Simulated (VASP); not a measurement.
VASP input:

File KPOINTS:
```
Automatic mesh
0
gamma
9 9 9
```

File POSCAR:
```
Cs
1
   -3.1845908316     3.1845908316     3.1845908316
    3.1845908316    -3.1845908316     3.1845908316
    3.1845908316     3.1845908316    -3.1845908316
Cs
1
Direct
  0.0000000000   0.0000000000   0.0000000000
```

### INCAR
```
# general
SYSTEM  = Cs
PREC    = Accurate
ENCUT   = 520
LREAL   = .FALSE.
LASPH   = .TRUE.

# electronic loop
EDIFF   = 1E-7
NELM    = 100
ALGO    = Normal
LMAXMIX = 4

# smearing
ISMEAR  = -5

# functional
GGA     = RE

# ions
ISIF    = 2

# output
LWAVE   = .FALSE.
LCHARG  = .TRUE.
LORBIT  = 11
NEDOS   = 601
```

POTCAR, in this order: Cs_sv (PBE.64 set). Program: vasp_std.

Problem. Translate this revPBE calculation to Quantum ESPRESSO's pw.x.

Solution. One equivalent input (not run):
```
&CONTROL
  calculation = 'scf'
  pseudo_dir = './pseudo'
  outdir = './out'
  tprnfor = .true.
  tstress = .true.
/
&SYSTEM
  ibrav = 0
  nat = 1
  ntyp = 1
  ecutwfc = 50
  occupations = 'tetrahedra'
  input_dft = 'revpbe'
/
&ELECTRONS
  conv_thr = 7.3e-09
  electron_maxstep = 100
/
ATOMIC_SPECIES
  Cs 132.905 Cs.upf
CELL_PARAMETERS angstrom
    -3.1845908    3.1845908    3.1845908
     3.1845908   -3.1845908    3.1845908
     3.1845908    3.1845908   -3.1845908
ATOMIC_POSITIONS crystal
  Cs   0.0000000  0.0000000  0.0000000
K_POINTS automatic
  9 9 9 0 0 0
```
Limits of the translation: the potentials are each code's own (VASP's PAW set, PseudoDojo norm-conserving files in pw.x), so ENCUT and ecutwfc are chosen apart and not converted; conv_thr bounds pw.x's estimated SCF error, while EDIFF bounds the energy change between steps.

The compound is Cs in the bcc structure. It was relaxed first, which changed the volume by +14 %.
